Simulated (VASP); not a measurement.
Consider the following.

```
BaTiO3
1.0
    3.95674     0.00000     0.00000
    0.00000     2.84176     2.85512
    0.00000    -2.84176     2.85512
Ba Ti O
1 1 3
Direct
  0.00000   0.00407   0.00407
  0.50000   0.51785   0.51785
  0.50000   0.98005   0.49053
  0.50000   0.49053   0.98005
  0.00000   0.48739   0.48739
```

Method: PBEsol GGA, VASP's PBE PAW potentials (set 64) (plane waves; VASP 6.6.1). Run with 520 eV cut-off, 7×7×7 Γ-centred mesh, Gaussian smearing of 0.010 eV, potentials Ba_sv Ti_sv O.

Predict the energy per atom (σ→0).

| Item | Value |
|---|---|
| energy per atom (σ→0) | -8401 meV/atom |

Total energies compare only between runs with the same potentials, cut-off and functional.

The structure comes from a computed database's BaTiO3 entry (Amm2); how it stands against other phases isn't given here. It was relaxed first.
